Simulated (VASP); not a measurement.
Wanted: the native input for a VASP 6.6.1 run.

* Task: density of states
* Functional: r2SCAN
* Dispersion: D3(BJ)
* Potentials or basis: VASP PAW PBE potentials, release 64 (Cu, F)
* Cutoff: 520 eV
* k mesh: 11 × 11 × 8
* Occupations: tetrahedron
* Spin: no spin polarisation
* Hubbard terms: Cu d U = 3 eV
* Further INCAR settings: ALGO = Normal; EDIFF = 1e-06

The structure of CuF lies in CuF.cif:

```cif
data_CuF
_cell_length_a 2.47100655
_cell_length_b 2.47100655
_cell_length_c 3.41650139
_cell_angle_alpha 90.00000000
_cell_angle_beta 90.00000000
_cell_angle_gamma 90.00000000
_space_group_name_H-M_alt 'P4/mmm'
_space_group_name_Hall '-P 4 2'
_space_group_IT_number 123
loop_
_space_group_symop_operation_xyz
'x,y,z'
'-x,-y,-z'
'-y,x,z'
'y,-x,-z'
'-x,-y,z'
'x,y,-z'
'y,-x,z'
'-y,x,-z'
'x,-y,-z'
'-x,y,z'
'-y,-x,-z'
'y,x,z'
'-x,y,-z'
'x,-y,z'
'y,x,-z'
'-y,-x,z'
loop_
_atom_site_label
_atom_site_type_symbol
_atom_site_symmetry_multiplicity
_atom_site_Wyckoff_symbol
_atom_site_fract_x
_atom_site_fract_y
_atom_site_fract_z
_atom_site_occupancy
Cu1 Cu 1 a 0.0000000000 0.0000000000 0.0000000000 1
F1 F 1 d 0.5000000000 0.5000000000 0.5000000000 1
```

The structure of CuF lies in POSCAR:

```
Cu F 
 1.0000000000000000
     2.4710065499999998    0.0000000000000000    0.0000000000000000
     0.0000000000000000    2.4710065499999998    0.0000000000000000
     0.0000000000000000    0.0000000000000000    3.4165013900000001
 Cu  F  
   1   1
Cartesian
  0.0000000000000000  0.0000000000000000  0.0000000000000000
  1.2355032749999999  1.2355032749999999  1.7082506950000000
```

The cell was built by a generator and needn't be a form met in nature.

One way to write it, as run:

INCAR

```
SYSTEM = CuF
PREC = Accurate ; ENCUT = 520
EDIFF = 1E-6 ; ISMEAR = -5
SIGMA = 0.05 ; LREAL = .False.
LASPH = .True. ; NELM = 100
ALGO = Normal ; ISIF = 2
LWAVE = .False. ; LCHARG = .False.
LMAXMIX = 4 ; LDAU = .True.
LDAUTYPE = 2 ; LDAUL = 2 -1
LDAUU = 3 0 ; LDAUJ = 0 0
LDAUPRINT = 1 ; METAGGA = R2SCAN
LMIXTAU = .True. ; IVDW = 12
VDW_S6 = 1.0 ; VDW_S8 = 0.78981345
VDW_A1 = 0.49484001 ; VDW_A2 = 5.73083694
LORBIT = 10 ; NEDOS = 1001
```

KPOINTS

```
Automatic mesh
0
Gamma
  11 11 8
  0 0 0
```

Potentials or basis: VASP PAW PBE potentials, release 64 (Cu, F).

The run is started by

```sh
$ ase convert -i cif -o vasp CuF.cif POSCAR
$ cat potpaw_PBE.64/Cu/POTCAR potpaw_PBE.64/F/POTCAR > POTCAR
$ mpirun -np 1 vasp_std > vasp.out
```

Results of the run:

```yaml
Pressure: -5.8 GPa
Band_gap_on_the_k_mesh: none (metal or under the smearing width)
Valence_electrons_inside_the_program's_atomic_spheres: Cu 9.86; F 6.06
Dispersion_energy_per_atom: -0.119 eV
```

Caveat: the PAW data sets were made with another functional, which shifts forces and pressure a little; the run has no spin polarisation, though such a crystal can be magnetic; U without spin polarisation on a metal has little footing; pairwise dispersion overbinds metals, which lowers pressure and volume; tetrahedron occupations give inexact forces and stress in metals.

It took 2.4 min on 1 thread of Intel(R) Xeon(R) Platinum 8259CL CPU @ 2.50GHz (Skylake/Cascade Lake), on a shared host, peak memory 0.16 GiB.
